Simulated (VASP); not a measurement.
Computed with PBEsol GGA, VASP's PBE PAW potentials (set 64) (plane waves; VASP).

VASP ran on this input.

INCAR:
```
SYSTEM = HgTe
PREC = Accurate; ENCUT = 520; LREAL = .False.
LASPH = .True.
EDIFF = 1E-7; NELM = 100; ALGO = Normal
LMAXMIX = 6
ISMEAR = 1; SIGMA = 0.1
GGA = PS
ISIF = 2
LWAVE = .False.; LCHARG = .False.
```

**KPOINTS**
```
Automatic mesh
0
Gamma
10 10 10
0 0 0
```

File POSCAR:
```
HgTe
4.6535510
  0.0000000000   0.7071067725   0.7071067725
  0.7071067725   0.0000000000   0.7071067725
  0.7071067725   0.7071067725   0.0000000000
Hg Te
1 1
Cartesian
  0.0000000000   0.0000000000   0.0000000000
  0.3535533862   0.3535533862   0.3535533862
```

POTCAR, in this order: Hg Te (PBE.64 set). Program: vasp_std.

Unless said otherwise, spin-orbit coupling is left out, though it shifts the bands of the heavy elements here.

### Question
Predict the energy per atom (σ→0), pressure, band gap (on the k-mesh).

### Answer

```
Item                                                        Result
------------------------  ----------------------------------------
energy per atom (σ→0)                               -2185 meV/atom
band gap (on the k-mesh)  none (metal, semimetal or under 0.01 eV)
pressure                                                 -1.18 GPa
```

### OSZICAR
```
...
DAV:   7    -0.437124855182E+01    0.88706E-02   -0.10362E-01  1312   0.252E+00    0.219E+00
DAV:   8    -0.436938373158E+01    0.18648E-02   -0.10013E-02  1287   0.135E+00    0.597E-01
DAV:   9    -0.436913590662E+01    0.24782E-03   -0.82659E-04  1462   0.352E-01    0.111E-01
DAV:  10    -0.436914570899E+01   -0.98024E-05   -0.83282E-05  1378   0.967E-02    0.513E-02
DAV:  11    -0.436915239358E+01   -0.66846E-05   -0.19833E-05  1337   0.393E-02    0.224E-02
DAV:  12    -0.436915156396E+01    0.82963E-06   -0.33692E-06  1397   0.161E-02    0.122E-02
DAV:  13    -0.436915156554E+01   -0.15821E-08   -0.22840E-07  1302   0.406E-03
   1 F= -.43691516E+01 E0= -.43692232E+01  d E =0.214972E-03
```

The compound is HgTe in the zinc blende structure. This cell is one point of a volume scan, at 1.03 of the reference volume.
